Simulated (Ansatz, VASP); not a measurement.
# Ni2SeS: VASP beside Ansatz, part 2 of 2

Wanted: the spread between two codes on one cell, functional and k mesh. The cell is invented: As first built, before any earlier steps moved the atoms: it takes the MgS structure with some of its atoms replaced by other elements, volume scaled by an estimate. It may not be a known or stable phase. The cell comes out of the VASP series on this material, whose earlier steps may have relaxed, scaled or displaced it; both programs get it as it stands.

VASP 6.6.1 and Ansatz 0.2.0.

So far: Set-up; Ansatz: relaxation of cell and atoms, revPBE with D4.

## Step 3: VASP: relaxation of cell and atoms, revPBE with D4

Level of this step: revPBE with D4, spin-polarised from a ferromagnetic start; plane waves and PAW (Se, Ni, S); invented cell (VASP).

The same cell, functional, mesh and smearing now go to VASP, with its own data sets and cutoff.

Lines of VASP's logs that name or quote its potential files are left out, and so is its time.

Contents of INCAR:

```
SYSTEM = Ni2SeS
PREC = Accurate
ENCUT = 400
EDIFF = 1E-06
NELM = 100
ISMEAR = 0
SIGMA = 0.05
LREAL = .FALSE.
ALGO = Normal
GGA = RE
IVDW = 13
NBANDS = 26
ISPIN = 2
MAGMOM = 0 1 1 0
LASPH = .TRUE.
LMAXMIX = 4
LORBIT = 11
LWAVE = .FALSE.
LCHARG = .FALSE.
KPAR = 2
IBRION = 2
NSW = 60
ISIF = 3
EDIFFG = -0.01
```

Contents of POSCAR:

```
Ni2SeS
1.0
    3.4080245807      0.0000000000      0.0000000000
    0.0000000000      3.4080245807      0.0000000000
    0.0000000000      0.0000000000      4.7355174113
Se Ni S
1 2 1
Direct
    0.5000000000      0.5000000000      0.0000000000
    0.5000000000      0.5000000000      0.5000000000
    0.0000000000      0.0000000000      0.0000000000
    0.0000000000      0.0000000000      0.5000000000
```

Contents of KPOINTS:

```
Automatic mesh
0
Gamma
6 6 4
0 0 0
```

PAW data sets: Se, Ni and S (PBE family, release 64).

Launch:

```console
mpirun -np 2 vasp_std
```

Numbers of over 12 decimals in the logs are rounded to 6 here.

Log:

```text
[banner, memory and clock lines left out]
running    2 mpi-ranks, on    1 nodes
 distrk:  each k-point on    1 cores,    2 groups
 distr:  one band on    1 cores,    1 groups

 POSCAR found type information on POSCAR SeNiS
 POSCAR found :  3 types and       4 ions
|                                                                             |
|               ----> ADVICE to this user running VASP <----                  |
|                                                                             |
|     You enforced a specific xc type in the INCAR file but a different       |
|     [... a line on the potential file left out ...]
|     I HOPE YOU KNOW WHAT YOU ARE DOING!                                     |
|                                                                             |

 LDA part: xc-table for (Slater+PW92), standard interpolation
 POSCAR, INCAR and KPOINTS ok, starting setup
 FFT: planning ... GRIDC
 FFT: planning ... GRID_SOFT
 FFT: planning ... GRID
 WAVECAR not read
 entering main loop
       N       E                     dE             d eps       ncg     rms          rms(c)
DAV:   1     0.194643354682E+03    0.19464E+03   -0.11858E+04  3168   0.116E+03
DAV:   2    -0.345602971457E+01   -0.19810E+03   -0.18371E+03  3238   0.272E+02
DAV:   3    -0.187782099712E+02   -0.15322E+02   -0.14577E+02  3724   0.842E+01
DAV:   4    -0.191644605545E+02   -0.38625E+00   -0.38466E+00  3684   0.133E+01
DAV:   5    -0.191750433505E+02   -0.10583E-01   -0.10579E-01  4054   0.227E+00    0.171E+01
DAV:   6    -0.209348731380E+02   -0.17598E+01   -0.20881E+01  3730   0.817E+01    0.210E+01
DAV:   7    -0.174650816310E+02    0.34698E+01   -0.74766E+00  3596   0.646E+01    0.615E+00
DAV:   8    -0.180223975976E+02   -0.55732E+00   -0.33967E+00  4458   0.315E+01    0.891E+00
DAV:   9    -0.175359999572E+02    0.48640E+00   -0.22506E+00  4198   0.259E+01    0.224E+00
DAV:  10    -0.175316716878E+02    0.43283E-02   -0.12832E-01  4400   0.454E+00    0.611E-01
DAV:  11    -0.175324657678E+02   -0.79408E-03   -0.81292E-03  4416   0.879E-01    0.206E-01
DAV:  12    -0.175326018750E+02   -0.13611E-03   -0.64679E-04  4162   0.360E-01    0.951E-02
DAV:  13    -0.175326733957E+02   -0.71521E-04   -0.10035E-04  4098   0.122E-01    0.373E-02
DAV:  14    -0.175326856301E+02   -0.12234E-04   -0.19006E-05  4528   0.523E-02    0.203E-02
DAV:  15    -0.175326907971E+02   -0.51670E-05   -0.63770E-06  3006   0.319E-02    0.143E-02
DAV:  16    -0.175326940690E+02   -0.32719E-05   -0.44991E-06  2684   0.267E-02    0.110E-02
DAV:  17    -0.175326972492E+02   -0.31802E-05   -0.56281E-06  3098   0.313E-02    0.838E-03
DAV:  18    -0.175326994007E+02   -0.21515E-05   -0.40288E-06  2728   0.255E-02    0.620E-03
DAV:  19    -0.175327010748E+02   -0.16740E-05   -0.55540E-06  2948   0.316E-02    0.424E-03
DAV:  20    -0.175327022086E+02   -0.11338E-05   -0.94198E-06  3692   0.399E-02    0.327E-03
DAV:  21    -0.175327030874E+02   -0.87876E-06   -0.35563E-06  2610   0.233E-02
   1 F= -.21095134E+02 E0= -.21092026E+02  d E =-.210951E+02  mag=     0.0352
[...]
2 F= -.21096345E+02 E0= -.21093057E+02  d E =-.121138E-02  mag=     0.0055
[...]
3 F= -.21096353E+02 E0= -.21093063E+02  d E =-.121938E-02  mag=     0.0099
[...]
4 F= -.21096358E+02 E0= -.21093052E+02  d E =-.406784E-05  mag=     0.0014
 trial-energy change:   -0.000004  1 .order   -0.000024   -0.000109    0.000062
 step:   0.4739(harm=  0.6488)  dis= 0.00000  next Energy=   -21.096377 (dE=-0.235E-04)
 bond charge predicted
       N       E                     dE             d eps       ncg     rms          rms(c)
DAV:   1    -0.175275778667E+02    0.27585E-02   -0.45728E-03  3568   0.862E-01    0.171E-01
DAV:   2    -0.175277263460E+02   -0.14848E-03   -0.32682E-03  3454   0.111E+00    0.181E-01
DAV:   3    -0.175272296780E+02    0.49667E-03   -0.11829E-03  3438   0.727E-01    0.550E-02
DAV:   4    -0.175272457808E+02   -0.16103E-04   -0.44209E-04  4402   0.383E-01    0.722E-02
DAV:   5    -0.175272007172E+02    0.45064E-04   -0.18621E-04  4338   0.248E-01    0.137E-02
DAV:   6    -0.175272005895E+02    0.12776E-06   -0.55253E-06  3122   0.239E-02
   5 F= -.21096378E+02 E0= -.21093078E+02  d E =-.245079E-04  mag=     0.0031
 curvature:  -0.26 expect dE=-0.985E-06 dE for cont linesearch -0.685E-06
 trial: gam=-0.13863 g(F)=  0.375E-64 g(S)=  0.376E-05 ort = 0.172E-04 (trialstep = 0.907E+00)
 search vector abs. value=  0.117E-05
 reached required accuracy - stopping structural energy minimisation
```

Parts of OUTCAR (step 3):

```text
ion  position               nearest neighbor table
   1  0.500  0.500  0.000-   2 2.37   2 2.37   3 2.41   3 2.41   3 2.41   3 2.41
   2  0.500  0.500  0.500-   1 2.37   1 2.37   4 2.41   4 2.41   4 2.41   4 2.41
   3  0.000  0.000  0.000-   4 2.37   4 2.37   1 2.41   1 2.41   1 2.41   1 2.41
   4  0.000  0.000  0.500-   3 2.37   3 2.37   2 2.41   2 2.41   2 2.41   2 2.41

  LATTYP: Found a simple tetragonal cell.
 ALAT       =     3.4080245807
 C/A-ratio  =     1.3895197347

 Subroutine GETGRP returns: Found 16 space group operations
 (whereof 16 operations were pure point group operations)

The static configuration has the point symmetry D_4h.

 Found     30 irreducible k-points:

   k-points           NKPTS =     30   k-points in BZ     NKDIM =     30   number of bands    NBANDS=     26

   dimension x,y,z NGX =    24 NGY =   24 NGZ =   32
   dimension x,y,z NGXF=    48 NGYF=   48 NGZF=   64

   ENCUT  =  400.0 eV  29.40 Ry    5.42 a.u.   5.56  5.56  7.72*2*pi/ulx,y,z

   NELECT =      32.0000    total number of electrons

 k-points in reciprocal lattice and weights: Automatic mesh
   0.00000000  0.00000000  0.00000000       0.007
   0.16666667  0.00000000  0.00000000       0.028
   0.33333333  0.00000000  0.00000000       0.028
   0.50000000  0.00000000  0.00000000       0.014
   0.16666667  0.16666667  0.00000000       0.028
   0.33333333  0.16666667  0.00000000       0.056
   0.50000000  0.16666667  0.00000000       0.028
   0.33333333  0.33333333  0.00000000       0.028
   0.50000000  0.33333333  0.00000000       0.028
[...]
0.50000000  0.33333333  0.50000000       0.028
   0.50000000  0.50000000  0.50000000       0.007

 average (electrostatic) potential at core
       1 -50.7567       2 -82.8997       3 -83.0037       4 -83.9332

 E-fermi :   8.5691

 spin component 1
 k-point     1 :       0.0000    0.0000    0.0000
  band No.  band energies     occupation
    ...
     14       7.2540      1.00000
     15       7.7066      1.00000
     16       7.7215      1.00000
     17       7.8120      1.00000
     18       7.8120      1.00000
     19      10.2983      0.00000
     20      13.5048      0.00000
     21      14.9260      0.00000
     22      18.6234      0.00000
     23      18.6234      0.00000
    ...

 k-point     2 :       0.1667    0.0000    0.0000
  band No.  band energies     occupation
    ...
     13       7.3159      1.00000
     14       7.5655      1.00000
     15       7.5856      1.00000
     16       7.6660      1.00000
     17       7.8678      1.00000
     18       8.8474      0.00000
     19      11.4726      0.00000
     20      14.6648      0.00000
     21      15.6138      0.00000
     22      17.4037      0.00000
    ...

 k-point     3 :       0.3333    0.0000    0.0000
  band No.  band energies     occupation
    ...
     12       7.0809      1.00000
     13       7.4926      1.00000
     14       7.5410      1.00000
     15       7.6040      1.00000
     16       7.9261      1.00000
     17       8.9993      0.00000
     18      10.2302      0.00000
     19      12.8350      0.00000
     20      15.3943      0.00000
     21      16.7329      0.00000
    ...

 k-point     4 :       0.5000    0.0000    0.0000
  band No.  band energies     occupation
    ...
     12       7.1613      1.00000
     13       7.5146      1.00000
     14       7.6138      1.00000
     15       7.6965      1.00000
     16       7.7919      1.00000
     17      10.0969      0.00000
     18      10.5597      0.00000
     19      13.9264      0.00000
     20      14.1038      0.00000
     21      16.5914      0.00000
    ...

 k-point     5 :       0.1667    0.1667    0.0000
  band No.  band energies     occupation
    ...
     14       7.3567      1.00000
     15       7.6182      1.00000
     16       7.8921      1.00000
     17       7.9652      1.00000
     18       8.3663      1.00000
     19      12.9458      0.00000
     20      15.6088      0.00000
     21      16.1467      0.00000
     22      16.7417      0.00000
     23      17.0967      0.00000
    ...

 k-point     6 :       0.3333    0.1667    0.0000
  band No.  band energies     occupation
    ...
     13       7.3920      1.00000
     14       7.4938      1.00000
     15       7.6870      1.00000
     16       7.8165      1.00000
     17       8.1401      1.00000
     18       9.2153      0.00000
     19      13.9859      0.00000
     20      14.5076      0.00000
     21      16.1156      0.00000
     22      16.3638      0.00000
    ...

  DFT-D4 for vdW energy calculation

  Edisp (eV):   -3.56918

  Total       0.01067     0.01067     0.00918     0.00000    -0.00000    -0.00000
  in kB       0.31145     0.31145     0.26810     0.00000    -0.00000    -0.00000
  external pressure =        0.30 kB  Pullay stress =        0.00 kB

  energy-cutoff  :      400.00
  volume of cell :       54.89
      direct lattice vectors                 reciprocal lattice vectors
     3.397855212  0.000000000 -0.000000000     0.294303299  0.000000000  0.000000000
     0.000000000  3.397855212  0.000000000     0.000000000  0.294303299  0.000000000
    -0.000000000 -0.000000000  4.754060685     0.000000000  0.000000000  0.210346495

 POSITION                                       TOTAL-FORCE (eV/Angst)
 -----------------------------------------------------------------------------------
      1.69893      1.69893     -0.00000        -0.000000     -0.000000      0.000000
      1.69893      1.69893      2.37703         0.000000      0.000000      0.000000
      0.00000      0.00000      0.00000        -0.000000     -0.000000      0.000000
     -0.00000     -0.00000      2.37703        -0.000000     -0.000000      0.000000
 -----------------------------------------------------------------------------------
    total drift:                                0.000000      0.000000     -0.000000

  FREE ENERGIE OF THE ION-ELECTRON SYSTEM (eV)
  ---------------------------------------------------
  free  energy   TOTEN  =       -21.0963779472 eV

  energy  without entropy=      -21.0897773406  energy(sigma->0) =      -21.09307764

 reached required accuracy - stopping structural energy minimisation

 total charge
# of ion       s       p       d       tot
------------------------------------------
    1        1.462   2.351   0.103   3.916
    2        0.413   0.416   8.420   9.249
    3        0.430   0.434   8.449   9.313
    4        1.349   2.305   0.000   3.655
--------------------------------------------------
tot          3.655   5.506  16.971  26.132

 magnetization (x)
# of ion       s       p       d       tot
------------------------------------------
    1        0.000   0.000   0.000   0.000
    2        0.000   0.000   0.001   0.001
    3        0.000   0.000   0.001   0.001
    4        0.000   0.000   0.000   0.000
--------------------------------------------------
tot          0.000   0.001   0.002   0.002

[... 6 further parts left out ...]
```

CONTCAR:

```
Ni2SeS
   1.00000000000000
     3.3978552122740080    0.0000000000000000   -0.0000000000000000
     0.0000000000000000    3.3978552122740080    0.0000000000000000
    -0.0000000000000000   -0.0000000000000000    4.7540606847399847
  Se              Ni              S
     1     2     1
Direct
     0.5000000000000000    0.5000000000000000    0.0000000000000000
     0.5000000000000000    0.5000000000000000    0.5000000000000000
     0.0000000000000000    0.0000000000000000    0.0000000000000000
     0.0000000000000000    0.0000000000000000    0.5000000000000000
```

The moments of the start collapse, so the state is non-magnetic; other starts or orders were not tried.

## Step 4: Comparison

Known differences besides the PAW data sets themselves: both relaxations stop at a tolerance, which leaves soft axes loose, and VASP keeps its plane-wave basis; the data sets hold 58 valence electrons in Ansatz (default PAW (the set named soft_2) files) and 32 in VASP; the cutoff is 420 eV in Ansatz and 400 eV in VASP; Ansatz makes its cores anew for this functional, VASP keeps those of its PBE data sets; Ansatz adds a Pulay correction to the stress that steers its cell, VASP none; site moments are counted in spheres of each program's own size. Total energies have different zeros and are not compared.

The two programs side by side:

```csv
quantity,Ansatz,VASP,difference
volume (Å³),54.95,54.89,+0.11 %
"edge a after relaxation, in the typed setting (Å)",3.399,3.398,+0.02 %
"edge c after relaxation, in the typed setting (Å)",4.757,4.754,+0.06 %
total moment (μB),0.13,0.00,+0.13
moment on Ni3 (μB),0.07,0.00,+0.07
```

The walks stopped with 0.00 GPa left in Ansatz and 0.03 GPa in VASP; each walk ends within a tolerance, so the volume difference is uncertain by about these residues over the bulk modulus, most in soft cells.

## Step 5: Summary of results

| Quantity | Value |
| --- | --- |
| difference in volume (relaxation of cell and atoms, revPBE with D4) | 0.11 % |

In words: The difference in volume is 0.11 % (relaxation of cell and atoms, revPBE with D4), within the 1.2 % picked in this series as the mark of a large difference, as far as the stopping tolerances let one tell. How closely two codes agree says nothing of how well the functional describes the real material.

[Lines on the potential files, build, host, timing and source positions are cut from VASP's logs without a mark.]

[Logs are printed without paths, hosts, clocks, repeated set-up lines and the standing remarks that a program may print on its own settings, such as how far it seeks lower states.]

[Hosts, paths, dates, database ids (printed as entryN), source tags and the programs' standing remarks are cut or masked in the printed files.]
